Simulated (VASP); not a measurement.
A calculation with VASP 6.6.1 of MnO3 (ASE script, structure typed inline):

run.py

```python
from ase import Atoms
from ase.calculators.vasp import Vasp
from ase.dft.bandgap import bandgap

atoms = Atoms(
    ['Mn', 'Mn', 'O', 'O', 'O', 'O', 'O', 'O'],
    cell=[[-2.844543, 3.138173, 2.6064], [2.844543, -3.138173, 2.6064], [2.844543, 3.138173, -2.6064]],
    scaled_positions=[[0.0, 0.0, 0.0], [0.5, 0.0, 0.5], [0.890673, 0.5, 0.890673], [0.109327, 0.0, 0.609327], [0.890673, 0.0, 0.390673], [0.109327, 0.5, 0.109327], [0.433951, 0.183951, 0.25], [0.566049, 0.816049, 0.75]],
    pbc=True,
)
atoms.set_initial_magnetic_moments([4.0, 4.0, 0.0, 0.0, 0.0, 0.0, 0.0, 0.0])
calc = Vasp(
    directory='calc',
    xc='pbe',
    pp='PBE',
    setups='materialsproject',
    prec='Accurate',
    encut=520,
    ediff=1e-06,
    ismear=0,
    sigma=0.02,
    lreal=False,
    lasph=True,
    nelm=120,
    algo='Normal',
    isif=2,
    lwave=False,
    lcharg=False,
    ispin=2,
    lorbit=11,
    lmaxmix=4,
    kpts=[7, 7, 7],
    gamma=True,
    nbands=45,
)
atoms.calc = calc

print('energy (eV):', atoms.get_potential_energy())
print('free energy (eV):', atoms.get_potential_energy(force_consistent=True))
print('forces (eV/A):')
print(atoms.get_forces())
print('stress (eV/A^3, Voigt):', atoms.get_stress())
print('Fermi level (eV):', calc.get_fermi_level())
print('moment (muB):', atoms.get_magnetic_moment())
print('site moments (muB):', atoms.get_magnetic_moments())
gap, top, bottom = bandgap(calc)
print('band gap (eV):', gap, 'from (spin, k, band)', top, 'to', bottom)
```

Potentials or basis: VASP PAW PBE potentials, release 64 (Mn_pv, O).

Run with:

```bash
$ python run.py
```

The cell comes from a database or a generator and needn't be the stable form of this composition.

Write the same calculation in another form: native input, structure from a POSCAR.

As run:

INCAR

```
  PREC = Accurate
  ENCUT = 520
  EDIFF = 1E-6
  ISMEAR = 0
  SIGMA = 0.02
  LREAL = False
  LASPH = True
  NELM = 150
  ALGO = Normal
  ISIF = 2
  LWAVE = False
  LCHARG = True
  ISPIN = 2
  MAGMOM = 4 4 0 0 0 0 0 0
  LORBIT = 11
  LMAXMIX = 4
  GGA = PE
  LELF = True
  LVHAR = True
```

Contents of KPOINTS:

```
regular mesh
0
Gamma
  7 7 7
```

Contents of POSCAR:

```
MnO3
1.0
   -2.8445430000      3.1381730000      2.6064000000
    2.8445430000     -3.1381730000      2.6064000000
    2.8445430000      3.1381730000     -2.6064000000
Mn O
2 6
Direct
    0.0000000000      0.0000000000      0.0000000000
    0.5000000000      0.0000000000      0.5000000000
    0.8906730000      0.5000000000      0.8906730000
    0.1093270000      0.0000000000      0.6093270000
    0.8906730000      0.0000000000      0.3906730000
    0.1093270000      0.5000000000      0.1093270000
    0.4339510000      0.1839510000      0.2500000000
    0.5660490000      0.8160490000      0.7500000000
```

Potentials or basis: VASP PAW PBE potentials, release 64 (Mn_pv, O).

Run with:

```bash
$ cat potpaw_PBE.64/Mn_pv/POTCAR potpaw_PBE.64/O/POTCAR > POTCAR
$ mpirun -np 1 vasp_std > vasp.out
```

Both were run:

|  | ASE script, structure typed inline | native input, structure from a POSCAR |
| --- | --- | --- |
| Pressure | -7.6 GPa | -7.6 GPa |
| Largest force | 0.970 eV/Å | 0.970 eV/Å |
| Band gap on the k mesh | none (metal or under the smearing width) | none (metal or under the smearing width) |
| Net moment | 6.00 μB per cell | 6.00 μB per cell |
| Site moments | Mn +3.21; O -0.12, -0.02 μB | Mn +3.21; O -0.12, -0.02 μB |
| Valence electrons inside the program's atomic spheres | Mn 11.47; O 4.91, 4.95 | Mn 11.47; O 4.91, 4.95 |

Keys that steer only the numerical path or the files written may differ.

Caveat: semilocal functionals often make such compounds metallic where correlation or magnetic order opens a gap, which also shifts bond lengths; only a ferromagnetic start was run, and an antiferromagnetic order may lie lower in energy.
